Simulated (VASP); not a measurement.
## Titanium: how cutoff and mesh change the relaxed cell

Aim: test the relaxed volume of Titanium against cutoff and mesh. The starting structure is a measured crystal structure from the Crystallography Open Database. The first relaxation on each setting starts from this cell expanded by 3 % in volume.

Program: VASP 6.6.1. Level of theory: Kohn-Sham DFT with plane waves and PAW; PBEsol. Results are calculated unless marked as measured.

### Step 1. The starting structure

It takes space group P6_3/mmc (No. 194, hexagonal). Conventional cell: a = 2.950 Å, b = 2.950 Å, c = 4.686 Å, α = 90.00°, β = 90.00°, γ = 120.00°. Ti has 12 Ti at 2.90 to 2.95 Å nearest.

### Step 2. Reference relaxation

This run starts from the cell of an earlier relaxation, which isn't shown; the restart sets up the plane waves anew.

INCAR reads:

```
SYSTEM = Ti
PREC = Accurate
ENCUT = 450
EDIFF = 1E-06
NELM = 100
ISMEAR = 1
SIGMA = 0.15
LREAL = .FALSE.
ALGO = Normal
GGA = PS
NBANDS = 18
LASPH = .TRUE.
LORBIT = 11
LWAVE = .FALSE.
LCHARG = .FALSE.
KPAR = 8
IBRION = 2
NSW = 50
ISIF = 3
EDIFFG = -0.006
```

POSCAR reads:

```
Ti
1.0
    2.8964084053      0.0000000000      0.0000000000
   -1.4482042027      2.5083632588      0.0000000000
    0.0000000000      0.0000000000      4.5854578190
Ti
2
Direct
    0.6666666667      0.3333333333      0.7500000000
    0.3333333333      0.6666666667      0.2500000000
```

KPOINTS reads:

```
Automatic mesh
0
Gamma
18 18 10
0 0 0
```

The projector-augmented-wave data sets are Ti_sv (PBE family, release 64).

Run with:

```bash
$ mpirun -np 8 vasp_std
```

Output:

```text
[banner, memory and clock lines left out]
running    8 mpi-ranks, on    1 nodes
 distrk:  each k-point on    1 cores,    8 groups
 distr:  one band on    1 cores,    1 groups

 POSCAR found type information on POSCAR Ti
 POSCAR found :  1 types and       2 ions
|                                                                             |
|           W    W    AA    RRRRR   N    N  II  N    N   GGGG   !!!           |
|           W    W   A  A   R    R  NN   N  II  NN   N  G    G  !!!           |
|           W    W  A    A  R    R  N N  N  II  N N  N  G       !!!           |
|           W WW W  AAAAAA  RRRRR   N  N N  II  N  N N  G  GGG   !            |
|           WW  WW  A    A  R   R   N   NN  II  N   NN  G    G                |
|           W    W  A    A  R    R  N    N  II  N    N   GGGG   !!!           |
|                                                                             |
|     For optimal performance we recommend to set                             |
|       NCORE = 2 up to number-of-cores-per-socket                            |
|     NCORE specifies how many cores store one orbital (NPAR=cpu/NCORE).      |
|     This setting can greatly improve the performance of VASP for DFT.       |
|     The default, NCORE=1 might be grossly inefficient on modern             |
|     multi-core architectures or massively parallel machines. Do your        |
|     Unfortunately you need to use the default for GW and RPA                |
|     calculations (for HF NCORE is supported but not extensively tested      |
|     yet).                                                                   |
|                                                                             |

|                                                                             |
|               ----> ADVICE to this user running VASP <----                  |
|                                                                             |
|     You enforced a specific xc type in the INCAR file but a different       |
|     [... a line on the potential file left out ...]
|     I HOPE YOU KNOW WHAT YOU ARE DOING!                                     |
|                                                                             |

 LDA part: xc-table for (Slater+PW92), standard interpolation
 POSCAR, INCAR and KPOINTS ok, starting setup
 FFT: planning ... GRIDC
 FFT: planning ... GRID_SOFT
 FFT: planning ... GRID
 WAVECAR not read
 entering main loop
       N       E                     dE             d eps       ncg     rms          rms(c)
DAV:   1     0.243790349585E+03    0.24379E+03   -0.12255E+04  8016   0.154E+03
DAV:   2     0.102821708870E+02   -0.23351E+03   -0.23044E+03  8148   0.434E+02
DAV:   3    -0.178057260963E+02   -0.28088E+02   -0.27773E+02 15120   0.124E+02
DAV:   4    -0.188545346889E+02   -0.10488E+01   -0.10482E+01  9100   0.252E+01
DAV:   5    -0.189019160112E+02   -0.47381E-01   -0.47372E-01 12620   0.387E+00    0.129E+01
DAV:   6    -0.166816735385E+02    0.22202E+01   -0.79042E+00  9374   0.298E+01    0.323E+00
DAV:   7    -0.166550380855E+02    0.26635E-01   -0.88689E-01 12194   0.715E+00    0.210E+00
DAV:   8    -0.166831094958E+02   -0.28071E-01   -0.23043E-01  9334   0.585E+00    0.760E-01
DAV:   9    -0.166736108022E+02    0.94987E-02   -0.54266E-02  9468   0.246E+00    0.668E-02
DAV:  10    -0.166739417159E+02   -0.33091E-03   -0.28590E-03 11804   0.365E-01    0.960E-02
DAV:  11    -0.166739932166E+02   -0.51501E-04   -0.22467E-04  9324   0.117E-01    0.349E-02
DAV:  12    -0.166739827385E+02    0.10478E-04   -0.41848E-05 10030   0.533E-02    0.488E-03
DAV:  13    -0.166739843854E+02   -0.16469E-05   -0.85089E-07  5652   0.888E-03    0.521E-04
DAV:  14    -0.166739848937E+02   -0.50831E-06   -0.23310E-07  4500   0.392E-03
   1 F= -.16673985E+02 E0= -.16675031E+02  d E =-.166740E+02
 curvature:   0.00 expect dE= 0.000E+00 dE for cont linesearch  0.000E+00
 trial: gam= 0.00000 g(F)=  0.281E-47 g(S)=  0.115E-03 ort = 0.000E+00 (trialstep = 0.100E+01)
 search vector abs. value=  0.115E-03
 bond charge predicted
       N       E                     dE             d eps       ncg     rms          rms(c)
DAV:   1    -0.166767852355E+02   -0.28009E-02   -0.68267E-02 10658   0.324E+00    0.457E-01
DAV:   2    -0.166739971170E+02    0.27881E-02   -0.13094E-02 11340   0.122E+00    0.129E-01
DAV:   3    -0.166738704127E+02    0.12670E-03   -0.19140E-03 11378   0.266E-01    0.432E-02
DAV:   4    -0.166739312611E+02   -0.60848E-04   -0.34468E-04 10258   0.122E-01    0.168E-02
DAV:   5    -0.166739819186E+02   -0.50658E-04   -0.10287E-04 10322   0.624E-02    0.241E-02
DAV:   6    -0.166740008644E+02   -0.18946E-04   -0.39089E-05 11822   0.438E-02    0.667E-03
DAV:   7    -0.166740038131E+02   -0.29487E-05   -0.48725E-06  9328   0.146E-02    0.122E-03
DAV:   8    -0.166740039835E+02   -0.17038E-06   -0.45913E-07  4166   0.462E-03
   2 F= -.16674004E+02 E0= -.16675042E+02  d E =-.190897E-04
 trial-energy change:   -0.000019  1 .order   -0.000013   -0.000115    0.000089
 step:   0.6071(harm=  0.5626)  dis= 0.00000  next Energy=   -16.674021 (dE=-0.362E-04)
 bond charge predicted
       N       E                     dE             d eps       ncg     rms          rms(c)
DAV:   1    -0.166744541299E+02   -0.45032E-03   -0.10559E-02 10640   0.128E+00    0.180E-01
DAV:   2    -0.166740166995E+02    0.43743E-03   -0.20488E-03 11346   0.480E-01    0.507E-02
DAV:   3    -0.166740016330E+02    0.15066E-04   -0.29143E-04 11324   0.104E-01    0.168E-02
DAV:   4    -0.166740136369E+02   -0.12004E-04   -0.52541E-05 10274   0.472E-02    0.658E-03
DAV:   5    -0.166740205249E+02   -0.68881E-05   -0.16566E-05 10050   0.249E-02    0.947E-03
DAV:   6    -0.166740215346E+02   -0.10097E-05   -0.54496E-06  7972   0.172E-02    0.251E-03
DAV:   7    -0.166740213878E+02    0.14686E-06   -0.81280E-07  4336   0.771E-03
   3 F= -.16674021E+02 E0= -.16675063E+02  d E =-.364940E-04
 curvature:  -0.28 expect dE=-0.218E-06 dE for cont linesearch -0.171E-06
 trial: gam= 0.00000 g(F)=  0.203E-49 g(S)=  0.781E-06 ort =-0.839E-05 (trialstep = 0.921E+00)
 search vector abs. value=  0.782E-06
 reached required accuracy - stopping structural energy minimisation
```

The job ended after 13 s (8 MPI ranks of Intel Xeon 6975P-C (Granite Rapids), shared host; peak memory 1.7 GiB).

The logs omit lines about the potential files and the build; timing stands in the text.

From OUTCAR (step 2):

```text
ion  position               nearest neighbor table
   1  0.667  0.333  0.750-   2 2.84   2 2.84   2 2.84   2 2.84   2 2.84   2 2.84
   2  0.333  0.667  0.250-   1 2.84   1 2.84   1 2.84   1 2.84   1 2.84   1 2.84

  LATTYP: Found a hexagonal cell.
 ALAT       =     2.8964084053
 C/A-ratio  =     1.5831530563

 Subroutine GETGRP returns: Found 24 space group operations
 (whereof 12 operations were pure point group operations)

The static configuration has the point symmetry D_3d.
 The point group associated with its full space group is D_6h.

 Found    222 irreducible k-points:

   k-points           NKPTS =    222   k-points in BZ     NKDIM =    222   number of bands    NBANDS=     18

   dimension x,y,z NGX =    20 NGY =   20 NGZ =   32
   dimension x,y,z NGXF=    40 NGYF=   40 NGZF=   64

   ENCUT  =  450.0 eV  33.07 Ry    5.75 a.u.   5.01  5.01  7.93*2*pi/ulx,y,z

   NELECT =      24.0000    total number of electrons

 k-points in reciprocal lattice and weights: Automatic mesh
   0.00000000  0.00000000  0.00000000       0.000
   0.05555556 -0.00000000  0.00000000       0.002
   0.11111111 -0.00000000  0.00000000       0.002
   0.16666667  0.00000000  0.00000000       0.002
   0.22222222  0.00000000  0.00000000       0.002
   0.27777778 -0.00000000  0.00000000       0.002
   0.33333333  0.00000000  0.00000000       0.002
   0.38888889  0.00000000  0.00000000       0.002
   0.44444444  0.00000000  0.00000000       0.002
[...]
0.33333333  0.27777778  0.50000000       0.004
   0.33333333  0.33333333  0.50000000       0.001

 average (electrostatic) potential at core
       1 -71.7405       2 -71.7405

 E-fermi :   8.6919

 k-point     1 :       0.0000    0.0000    0.0000
  band No.  band energies     occupation
    ...
      6     -23.8035      2.00000
      7     -23.7666      2.00000
      8     -23.7666      2.00000
      9       2.3707      2.00000
     10       5.8740      2.00000
     11       9.4707     -0.00000
     12       9.4707     -0.00000
     13       9.5864     -0.00000
     14       9.6012     -0.00000
     15      10.0053     -0.00000
    ...

 k-point     2 :       0.0556   -0.0000    0.0000
  band No.  band energies     occupation
    ...
      6     -23.8068      2.00000
      7     -23.7838      2.00000
      8     -23.7687      2.00000
      9       2.4619      2.00000
     10       5.9466      2.00000
     11       9.2712     -0.00000
     12       9.3916     -0.00000
     13       9.5359     -0.00000
     14       9.7622     -0.00000
     15       9.9578     -0.00000
    ...

 k-point     3 :       0.1111   -0.0000    0.0000
  band No.  band energies     occupation
    ...
      6     -23.8327      2.00000
      7     -23.8169      2.00000
      8     -23.7749      2.00000
      9       2.7290      2.00000
     10       6.1520      2.00000
     11       8.9431     -0.03929
     12       8.9686     -0.02555
     13       9.7284     -0.00000
     14       9.8016     -0.00000
     15       9.9987     -0.00000
    ...

  Total        0.0039237      0.0039237      0.0012665     -0.0000000      0.0000000      0.0000000
  in kB        0.1890302      0.1890302      0.0610154     -0.0000000      0.0000000      0.0000000
  external PRESSURE =       0.1463586 kB  Pullay stress =       0.0000000 kB

  energy-cutoff  :      450.00
  volume of cell :       33.26
      direct lattice vectors                 reciprocal lattice vectors
     2.894834384  0.000000000  0.000000000     0.345442905  0.199441554  0.000000000
    -1.447417192  2.507000116 -0.000000000    -0.000000000  0.398883109  0.000000000
     0.000000000 -0.000000000  4.582455783    -0.000000000  0.000000000  0.218223600

 POSITION                                       TOTAL-FORCE (eV/Angst)
 -----------------------------------------------------------------------------------
      1.44742      0.83567      3.43684        -0.000000     -0.000000      0.000000
     -0.00000      1.67133      1.14561         0.000000      0.000000      0.000000
 -----------------------------------------------------------------------------------
    total drift:                               -0.000000      0.000000     -0.000000

  FREE ENERGIE OF THE ION-ELECTRON SYSTEM (eV)
  ---------------------------------------------------
  free  energy   TOTEN  =       -16.6740213878 eV

  energy  without entropy=      -16.6771456301  energy(sigma->0) =      -16.67506280

 reached required accuracy - stopping structural energy minimisation

 total charge
# of ion       s       p       d       tot
------------------------------------------
    1        2.260   6.130   1.915  10.306
    2        2.260   6.130   1.915  10.306
--------------------------------------------------
tot          4.520  12.261   3.831  20.611

[... 3 further parts left out ...]
```

CONTCAR:

```
Ti
   1.00000000000000
     2.8948343839258168    0.0000000000000314    0.0000000000000000
    -1.4474171920128540    2.5070001163037192   -0.0000000000000000
     0.0000000000000000   -0.0000000000000000    4.5824557830035992
  Ti
     2
Direct
     0.6666666667000030    0.3333333332999970    0.7500000000000000
     0.3333333332999970    0.6666666667000030    0.2500000000000000
```

The PAW data sets were made with PBE, which is usual practice but a small mismatch for other functionals. The run keeps the 24 symmetry operations of its start, so it cannot find a distortion of lower symmetry.

The reference relaxation ends at 16.628 Å³ an atom. Pressures at 0.985 and 1.015 times this volume, from two more relaxations that aren't shown, give a bulk modulus of 119.8 GPa.

### Step 3. Relaxation with a cutoff of 270 eV

Against step 2 the input has ENCUT = 270. This run starts from the cell of an earlier relaxation, which isn't shown; the restart sets up the plane waves anew.

Changes to INCAR since step 2:

```diff
@@ -2,3 +2,3 @@
 PREC = Accurate
-ENCUT = 450
+ENCUT = 270
 EDIFF = 1E-06
```

POSCAR reads:

```
Ti
1.0
    2.8962196237      0.0000000000      0.0000000000
   -1.4481098119      2.5081997691      0.0000000000
    0.0000000000      0.0000000000      4.5882515344
Ti
2
Direct
    0.6666666667      0.3333333333      0.7500000000
    0.3333333333      0.6666666667      0.2500000000
```

KPOINTS is that of step 2.

Run with:

```bash
$ mpirun -np 8 vasp_std
```

Output:

```text
[banner, memory and clock lines left out]
running    8 mpi-ranks, on    1 nodes
[...]
[... a notice as in an earlier step ...]

 [... a notice as in an earlier step ...]

 LDA part: xc-table for (Slater+PW92), standard interpolation
 POSCAR, INCAR and KPOINTS ok, starting setup
[...]
entering main loop
       N       E                     dE             d eps       ncg     rms          rms(c)
DAV:   1     0.197361032980E+03    0.19736E+03   -0.94518E+03  8112   0.114E+03
DAV:   2     0.647206589162E+01   -0.19089E+03   -0.18808E+03  8302   0.362E+02
DAV:   3    -0.181453263036E+02   -0.24617E+02   -0.24418E+02 15118   0.108E+02
DAV:   4    -0.188728196603E+02   -0.72749E+00   -0.72631E+00  9148   0.186E+01
[...]
DAV:  12    -0.166366425368E+02    0.18729E-05   -0.38867E-06  8484   0.137E-02    0.375E-03
DAV:  13    -0.166366480689E+02   -0.55321E-05   -0.12473E-06  4830   0.889E-03    0.207E-03
DAV:  14    -0.166366475299E+02    0.53894E-06   -0.31934E-07  4476   0.568E-03
[...]
DAV:  10    -0.166365532184E+02    0.27486E-05   -0.34567E-08  4088   0.160E-03    0.133E-04
DAV:  11    -0.166365524138E+02    0.80459E-06   -0.90589E-09  4084   0.902E-04
   2 F= -.16636552E+02 E0= -.16637559E+02  d E =0.951161E-04
 trial-energy change:    0.000095  1 .order    0.000106   -0.002385    0.002597
 step:   0.4820(harm=  0.4787)  dis= 0.00000  next Energy=   -16.637224 (dE=-0.576E-03)
[...]
N       E                     dE             d eps       ncg     rms          rms(c)
DAV:   1    -0.166525829056E+02   -0.16030E-01   -0.37475E-01 10456   0.751E+00    0.105E+00
DAV:   2    -0.166366401423E+02    0.15943E-01   -0.72214E-02 11512   0.264E+00    0.296E-01
DAV:   3    -0.166362254411E+02    0.41470E-03   -0.93469E-03 11060   0.562E-01    0.101E-01
DAV:   4    -0.166368578663E+02   -0.63243E-03   -0.18090E-03 10376   0.240E-01    0.432E-02
[...]
DAV:   8    -0.166372225487E+02   -0.12828E-04   -0.12309E-06  5584   0.726E-03    0.747E-04
DAV:   9    -0.166372270709E+02   -0.45222E-05   -0.17752E-07  4056   0.324E-03    0.422E-04
DAV:  10    -0.166372276105E+02   -0.53957E-06   -0.79239E-08  4046   0.206E-03
   3 F= -.16637228E+02 E0= -.16638253E+02  d E =-.580081E-03
[...]
reached required accuracy - stopping structural energy minimisation
```

The job ended after 14 s (8 MPI ranks; peak memory 1.2 GiB).

Parts of OUTCAR (step 3):

```text
  Total       -0.0058652     -0.0058652      0.0112895      0.0000000     -0.0000000      0.0000000
  in kB       -0.2837288     -0.2837288      0.5461248      0.0000000     -0.0000000      0.0000000
  external PRESSURE =      -0.0071109 kB  Pullay stress =       0.0000000 kB

 POSITION                                       TOTAL-FORCE (eV/Angst)
 -----------------------------------------------------------------------------------
      1.44494      0.83424      3.43448         0.000000     -0.000000      0.000000
     -0.00000      1.66848      1.14483        -0.000000      0.000000      0.000000
 -----------------------------------------------------------------------------------
    total drift:                                0.000000     -0.000000      0.000000

  FREE ENERGIE OF THE ION-ELECTRON SYSTEM (eV)
  ---------------------------------------------------
  free  energy   TOTEN  =       -16.6372276105 eV

  energy  without entropy=      -16.6403032304  energy(sigma->0) =      -16.63825282

[... 2 parts as in an earlier step ...]

[... 2 further parts left out ...]
[key lines of the parts left out:]
E-fermi :   8.7552
```

With a cutoff of 270 eV the cell ends at 16.560 Å³ an atom, -0.41 % from the reference; the bulk modulus is 125.7 GPa against 119.8 GPa.

(Part 1 of 2 ends here.)

[Lines on the potential files, build, host, timing and source positions are cut from VASP's logs without a mark.]

[Logs are printed without paths, hosts, clocks, repeated set-up lines and the standing remarks that a program may print on its own settings, such as how far it seeks lower states.]

[Hosts, paths, dates, database ids (printed as entryN), source tags and the programs' standing remarks are cut or masked in the printed files.]
